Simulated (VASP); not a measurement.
Data:

```xyz
4
Lattice="2.2950 -3.9751 0.0000 2.2950 3.9751 0.0000 0.0000 0.0000 7.5100" Properties=species:S:1:pos:R:3 pbc="T T T"
Ag     2.2950    -1.3250     3.7550
Ag     2.2950     1.3250     0.0000
I      2.2950    -1.3250     6.5713
I      2.2950     1.3250     2.8163
```

All values below come from RPBE GGA, VASP's PBE PAW potentials (set 64) (plane waves; VASP). Numerical set-up: 400 eV cut-off, 6×6×3 Γ-centred mesh, Gaussian smearing of 0.050 eV, potentials Ag I.

Unless said otherwise, spin-orbit coupling is left out, though it shifts the bands of the heavy elements here.

### Question
Estimate the energy per atom (σ→0), pressure, band gap (on the k-mesh) with the smallest direct gap where there is one.

### Answer

| Quantity | Value |
|---|---|
| band gap (on the k-mesh) | 1.56 eV |
| smallest direct gap (on the k-mesh) | 1.56 eV |
| energy per atom (σ→0) | -2.028 eV/atom |
| pressure | 3.55 GPa |

Total energies compare only between runs with the same potentials, cut-off and functional.

The compound is AgI in the wurtzite structure. The cell was not relaxed at this level. The run is one of a series of settings (GGA = RP against the base run), some of them coarse on purpose.
